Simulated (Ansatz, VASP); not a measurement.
# PbSeS (1T-PbSSe monolayer) in two plane-wave programs

Wanted: the spread between two codes on one cell, functional and k mesh. The structure shown is the start of the Ansatz relaxation below; VASP solves that cell, so the two are compared at the walk's first step.

Method: plane waves, with VASP 6.6.1 beside it; single point at PBE with D3(BJ), in Ansatz 0.2.0.

**1. The starting structure**

The cell holds 3 atoms: 1 Se, 1 Pb and 1 S. Its edges and angles: a = 3.521 Å, b = 3.521 Å, c = 36.559 Å, α = 90.0°, β = 90.0°, γ = 120.0°. Vacuum lies along c.

**2. Ansatz: relaxation, PBE with D3(BJ)**

Ansatz runs on its default PAW (the set named soft_2) files.

The two programs are compared at the cell with which this relaxation starts, whose forces are those of its first step.

Contents of input.yaml:

```yaml
crystal:
  lattice:
    - [3.520592, 0.0, 0.0]
    - [-1.760296, 3.0489221084, 0.0]
    - [0.0, 0.0, 36.5589195938]
  atoms:
    - { symbol: Se, position: [0.6666666667, 0.3333333333, 0.4622674901] }
    - { symbol: Pb, position: [0.0, 0.0, 0.5036569363] }
    - { symbol: S, position: [0.3333333333, 0.6666666667, 0.5377325099] }
  periodic: [true, true, false]
kpoints:
  mp_grid: { grid: [12, 12, 1] }
hamiltonian:
  xc: pbe
  dispersion: d3bj
scf:
  occupations: { method: fermi_dirac, width: 0.05 }
  convergence: { dr2_threshold: 1.0e-09 }
relax:
  f_tol: 0.004
  max_steps: 90
  cell: {}
output:
  write_potential: true
  write_density: true
  volumetric_format: npy
```

Started as:

```console
ansatz run input.yaml --threads 2 --pin off --max-ram 3072MiB --backend cpu --events-out ev --progress --plain --runs-dir out
```

Numbers of over 12 decimals in the logs are rounded to 6 here.

The program printed:

```text
Warning: relax.cell: scf.convergence.dr2_threshold = 1e-9 eV is looser than the 1.84286471109e-10 eV advised for a relaxation that steers and ends on the stress (1e-10 eV for each atom of the cell: 3, times the square of relax.cell.stress_2d_tol = 0.05 N/m over 12.8 Å (the atoms' height at the walk's start and 5 Å past either face), 3.919e-2 GPa, over a crystal's default 0.05). What an SCF threshold leaves in a stress goes as its square root, and in the free energy as the threshold itself, and one threshold admits the most on a small cell: [figures from the program's tests cut] Set scf.convergence.dr2_threshold to 1.84286471109e-10 eV or tighter. [rest of the remark cut]
Engine: ansatz 0.2.0, aarch64-unknown-linux-gnu
Pseudopotentials: kind: paw
Pseudopotential: Se, paw, valence charge 16, recommended cutoff 420 eV (normal), Se.paw.azcp
Pseudopotential: Pb, paw, valence charge 14, recommended cutoff 420 eV (normal), Pb.paw.azcp
Pseudopotential: S, paw, valence charge 6, recommended cutoff 420 eV (normal), S.paw.azcp
Functional definition: PBE
  parameter kappa = 0.804
  parameter beta = 0.066725
  exchange = pbe_x(kappa = kappa, mu = beta*pi^2/3)
  correlation = pbe_c(beta = beta)
Crystal: 3 atoms, lattice volume = 392.424 Å³
Basis set: ecut = 420 eV, 7617 PW (Γ), exchange–correlation on 48×48×500 points (8 copies of the dense FFT grid, shifted against one another)
Bands: 22, of which v1, the nominal top of the filled ones, is band 18 counted from 1 (17 counted from 0)
Symmetry: 6 space group operations
Space group: P3m1 (ITA 156), of the structure as read, at distance tolerance 7.3e-5 Å
k-points: 19 of 144 (time reversal used)
Non-local potential: Se, projectors of the file, l = 0: 2, l = 1: 2, l = 2: 3, l = 3: 1
Non-local potential: Pb, projectors of the file, l = 0: 2, l = 1: 2, l = 2: 2, l = 3: 2
Non-local potential: S, projectors of the file, l = 0: 2, l = 1: 2, l = 2: 2
PAW form: soft (Blöchl's): semilocal exchange-correlation on the pseudo side does not see the compensation charge
PAW one-centre angular grid: Se, 590 points (default); XC on 64 Gauss nodes
PAW one-centre angular grid: Pb, 590 points (default); XC on 64 Gauss nodes
PAW one-centre angular grid: S, 110 points (default); XC on 64 Gauss nodes
Initial density: superposition of atomic densities (neutral atoms: chi_scale 0, normalization atom), corrected by the library's trained network
Initial wavefunctions: pseudopotential atomic-orbital guess
Functional: x = pbe(κ = 0.804, μ = 0.219515), c = pbe(β = 0.066725)
SCF iter   1: F=—  HF=-18275.824700 eV  |F-HF|=—  |Δ(HF+E_count)|=         —  Δρ=1.45e-3  dr2=3.84e-2  ethr=1.77e-3  ⟨swp⟩=19.6  Hψ=4446  notcnv=0
preconditioner: auto → Resta (q_TF=auto, 1.832 Å⁻¹)  ε∞=1.4  [insulator: Δε(μ)=0.541 eV  Ē_g=15.074 eV  σ=0.050 eV  W_gap=0.99  n_scr=20 (ndim 8)  ℏωp=9.6 eV  f_vac=0.817  D(μ)=0.01/eV (n_scr^D=0)  ε∞_Penn≈1.4  vacuum switching on, ρ_ref=1.6e-2 e/Å³]
SCF iter   2: F=—  HF=-18275.840311 eV  |F-HF|=—  |Δ(HF+E_count)|=   1.56e-2  Δρ=1.94e-3  dr2=1.75e-1  ethr=1.07e-4  ⟨swp⟩=5.6  Hψ=1270  notcnv=0
preconditioner: auto → LDOS  [insulator: Δε(μ)=0.329 eV  Ē_g=15.057 eV  σ=0.050 eV  W_gap=0.93  n_scr=20 (ndim 8)  ℏωp=9.6 eV  f_vac=0.817  D(μ)=0.07/eV (n_scr^D=2)  ε∞_Penn≈1.4  β→1.0]
SCF iter   3: F=—  HF=-18275.823307 eV  |F-HF|=—  |Δ(HF+E_count)|=   1.70e-2  Δρ=5.12e-4  dr2=5.41e-3  ethr=1.07e-4  ⟨swp⟩=5.3  Hψ=1069  notcnv=0
SCF iter   4: F=—  HF=-18275.822400 eV  |F-HF|=—  |Δ(HF+E_count)|=   9.07e-4  Δρ=2.38e-4  dr2=9.53e-4  ethr=1.50e-5  ⟨swp⟩=3.3  Hψ=882  notcnv=0
SCF iter   5: F=—  HF=-18275.822167 eV  |F-HF|=—  |Δ(HF+E_count)|=   2.33e-4  Δρ=3.54e-5  dr2=7.97e-6  ethr=2.65e-6  ⟨swp⟩=3.1  Hψ=684  notcnv=0
SCF iter   6: F=—  HF=-18275.822142 eV  |F-HF|=—  |Δ(HF+E_count)|=   2.54e-5  Δρ=1.55e-5  dr2=1.11e-6  ethr=2.21e-8  ⟨swp⟩=4.0  Hψ=1109  notcnv=0
SCF iter   7: F=—  HF=-18275.822124 eV  |F-HF|=—  |Δ(HF+E_count)|=   1.77e-5  Δρ=4.68e-6  dr2=5.90e-8  ethr=3.08e-9  ⟨swp⟩=2.9  Hψ=803  notcnv=0
SCF iter   8: F=—  HF=-18275.822124 eV  |F-HF|=—  |Δ(HF+E_count)|=   8.16e-8  Δρ=1.47e-6  dr2=1.08e-8  ethr=1.64e-10  ⟨swp⟩=3.6  Hψ=1014  notcnv=0
SCF iter   9: F=-18275.822124 eV  HF=-18275.822124 eV  |F-HF|=9.17e-10  |Δ(HF+E_count)|=   3.16e-9  Δρ=3.38e-7  dr2=4.97e-10  ethr=2.78e-12  ⟨swp⟩=11.6  Hψ=3988  notcnv=0
SCF 1 converged in 9 iterations: F = -18275.822124 eV  dr2 = 4.97e-10
[...]
SCF iter   4: F=—  HF=-18278.166545 eV  |F-HF|=—  |Δ(HF+E_count)|=   5.10e-6  Δρ=1.01e-5  dr2=3.03e-6  ethr=1.19e-7  ⟨swp⟩=1.4  Hψ=434  notcnv=0
[...]
SCF iter   7: F=—  HF=-18278.166524 eV  |F-HF|=—  |Δ(HF+E_count)|=   1.02e-9  Δρ=6.24e-7  dr2=6.40e-9  ethr=2.78e-12  ⟨swp⟩=12.6  Hψ=3603  notcnv=0
SCF iter   8: F=-18278.166524 eV  HF=-18278.166524 eV  |F-HF|=9.46e-11  |Δ(HF+E_count)|=  7.02e-10  Δρ=1.93e-7  dr2=3.82e-10  ethr=2.78e-12  ⟨swp⟩=9.1  Hψ=3223  notcnv=0
SCF 6 converged in 8 iterations: F = -18278.166524 eV  dr2 = 3.82e-10
relax step   6: F+E_penalty+E_count = -18278.16652447 eV  Δ(F+E_penalty+E_count) = -2.951e-4 eV  max|allowed force component| = 3.931e-4 eV/Å  Δτ_max = 0.0025 Å  P = +0.015 N/m  Ω = 476.084 Å³  energy of the carried Pulay correction = -1.512e-3 eV  fix = [c, alpha, beta]  reactions: c +0.000 N/m  (8 SCF iters, accepted)
Basis set: ecut = 420 eV, 9411 PW (Γ), exchange–correlation on 54×54×500 points (8 copies of the dense FFT grid, shifted against one another)
Initial wavefunctions: pseudopotential atomic-orbital guess (no wavefunctions were taken with the density)
iter 1 solved again at ethr=7.17e-7 eV; its pass at ethr=3.10e-3 eV (dr2=2.58e-4 eV) is discarded
SCF iter   1: F=—  HF=-18278.155151 eV  |F-HF|=—  |Δ(HF+E_count)|=         —  Δρ=3.80e-4  dr2=2.22e-5  ethr=7.17e-7  ⟨swp⟩=5.4  Hψ=4770  notcnv=0
preconditioner: auto → LDOS  [insulator: Δε(μ)=0.190 eV  Ē_g=13.431 eV  σ=0.050 eV  W_gap=0.73  n_scr=20 (ndim 8)  ℏωp=8.7 eV  f_vac=0.806  D(μ)=0.34/eV (n_scr^D=4)  ε∞_Penn≈1.4  β→1.0]
SCF iter   2: F=—  HF=-18278.168574 eV  |F-HF|=—  |Δ(HF+E_count)|=   1.34e-2  Δρ=1.83e-5  dr2=1.22e-5  ethr=6.18e-8  ⟨swp⟩=4.8  Hψ=1093  notcnv=0
SCF iter   3: F=—  HF=-18278.168519 eV  |F-HF|=—  |Δ(HF+E_count)|=   5.51e-5  Δρ=2.08e-5  dr2=7.76e-6  ethr=3.40e-8  ⟨swp⟩=2.3  Hψ=564  notcnv=0
SCF iter   4: F=—  HF=-18278.168553 eV  |F-HF|=—  |Δ(HF+E_count)|=   3.49e-5  Δρ=9.50e-6  dr2=2.02e-6  ethr=2.15e-8  ⟨swp⟩=2.8  Hψ=589  notcnv=0
SCF iter   5: F=—  HF=-18278.168552 eV  |F-HF|=—  |Δ(HF+E_count)|=   1.24e-6  Δρ=4.61e-6  dr2=3.43e-7  ethr=5.61e-9  ⟨swp⟩=2.0  Hψ=567  notcnv=0
SCF iter   6: F=—  HF=-18278.168555 eV  |F-HF|=—  |Δ(HF+E_count)|=   2.96e-6  Δρ=1.38e-6  dr2=1.80e-8  ethr=9.54e-10  ⟨swp⟩=2.5  Hψ=575  notcnv=0
SCF iter   7: F=-18278.168556 eV  HF=-18278.168556 eV  |F-HF|=9.51e-8  |Δ(HF+E_count)|=   6.07e-7  Δρ=3.06e-7  dr2=8.83e-10  ethr=2.78e-12  ⟨swp⟩=12.9  Hψ=3962  notcnv=0
SCF 7 converged in 7 iterations: F = -18278.168556 eV  dr2 = 8.83e-10
relax step   7: F+E_penalty+E_count = -18278.16855586 eV  Δ(F+E_penalty+E_count) = -2.031e-3 eV  max|allowed force component| = 6.834e-4 eV/Å  Δτ_max = 0.0000 Å  P = +0.047 N/m  Ω = 476.084 Å³  fix = [c, alpha, beta]  reactions: c +0.000 N/m  stress off target by 4.72e-2 N/m on what of the cell is left free  SCF on the basis re-selected at this cell (its energy is not comparable with the rows above)  (7 SCF iters)
basis re-selected at this cell: Δ(F+E_penalty+E_count) = -2.031e-3 eV, ΔP = +0.032 N/m vs the last step (what re-selecting the basis moved, of the pressure what is left beyond the Pulay correction that the steps carried, after the strain that the cell walked since its last selection, with what the two solves' SCF thresholds leave and, on support functions, any second-order correction that the steps lacked; it is no measure of the basis error at this ecutwfc). The dense FFT grid was sized anew with the basis: this SCF ran on 27×27×250 points, the steps before it on 24×24×250, so part of this shift can come from that change (see relax.cell in the input reference). [rest of the remark cut]
WARN: The input density's exchange-correlation potential varies sharply where the density is thin. Do not read a vacuum level from v_tot or v_xc, or from such a field of the output density. On a cell that repeats whose density bears no net charge and no dipole along the vacuum's axis use v_es (v_loc + v_h of the components); under efield.dipole_correction with no amplitude use v_es + v_field, which holds any external [...]
SCF converged after 7 iterations
Free energy (F): -18278.168556 eV
Harris-Foulkes:  -18278.168556 eV  (|F-HF|=9.51e-8)
Internal energy: -18278.165155 eV  (E = F + TS)
E sigma→0 (E₀):  -18278.166855 eV
Entropy (-TS):   -0.003401 eV (-1.134 meV/atom)
Fermi energy:    -6.021902 eV
--- Per-component energies (eV) ---
  E_band       = -932.245394
  E_kinetic    = 513.611472
  E_local      = -72652.078688  (includes V_loc(G=0)·N_el)
  E_nonlocal   = -214.502435
  E_hartree    = 35932.771394
  E_xc         = -418.374552
  E_vxc        = -313.568425  (∫ρ·V_xc dr)
  E_paw        = -12923.793854  (= ΣΔE_a)
  E_vpaw       = -131.246749  (= ΣTr[D̂ρ^β])
  E_aug_tail   = -0.000521  (compensation charges beyond the density's cutoff)
  E_ewald      = 31484.901303
  E_disp       = -0.699273  (pairwise vdW)
  E_smearing   = -0.003401  (= −TS)
  E_closure    = 0.000000  (closes the sum)
  Σ components = -18278.168556   (vs F -18278.168556, Δ=0.00e0)
--- Forces (eV/Å), atoms counted from 1 ---
  atom   1  Se     0.00000000    -0.00000000     0.00068251
  atom   2  Pb    -0.00000000    -0.00000000    -0.00016014
  atom   3  S      0.00000000     0.00000000    -0.00052495
  max |Σ_I F_I| component: 2.58e-6 eV/Å
--- 2D stress c σ (N/m, compression-positive) ---
        0.047175      -0.000000      -0.000000
        0.000000       0.047175       0.000000
       -0.000000       0.000000       0.000000
  P = ½ c Tr σ = 0.0472 N/m
--- Band table (eV; the first three rows and the last of 19) ---
  k-point 0: bands = [... 14 lower, -6.9967, -6.9967, -6.1349, -6.1349, -5.4056, -2.9396, -1.2620, -1.2620]
  k-point 1: bands = [... 14 lower, -7.3478, -7.1118, -6.5434, -6.1597, -5.0990, -2.5529, -1.4927, -1.1297]
  k-point 2: bands = [... 14 lower, -7.3970, -7.3969, -7.1235, -6.2299, -4.8602, -2.2016, -1.2858, -0.8279]
  k-point 18: bands = [... 14 lower, -9.4019, -9.1807, -7.0892, -6.9480, -5.1632, -1.0829, -1.0093, 0.3125]
  the weakly bound empty levels are not read free of the cell's end (no_gap_told)
--- Relaxed structure (6 steps of the walk, 6 accepted, 1 SCFs on fresh bases) ---
  F+E_penalty+E_count = -18278.16855586 eV   max|allowed force component| = 6.834e-4 eV/Å   (the final SCF, on the basis selected at the relaxed cell)
  cell:  # Å, volume = 476.0841 Å³
    - [3.877750, 2.6435015277371884e-17, 0]
    - [-1.938875, 3.358230, 0]
    - [0, 0, 36.5589195938]
  atoms:
    - { symbol: Se, position: [0.666667, 0.333333, 0.456204] }
    - { symbol: Pb, position: [0, 0, 0.502734] }
    - { symbol: S, position: [0.333333, 0.666667, 0.544719] }
```

(Part 1 of 2 ends here.)

[Lines on the potential files, build, host, timing and source positions are cut from VASP's logs without a mark.]

[Logs are printed without paths, hosts, clocks, repeated set-up lines and the standing remarks that a program may print on its own settings, such as how far it seeks lower states.]

[Hosts, paths, dates, database ids (printed as entryN), source tags and the programs' standing remarks are cut or masked in the printed files.]
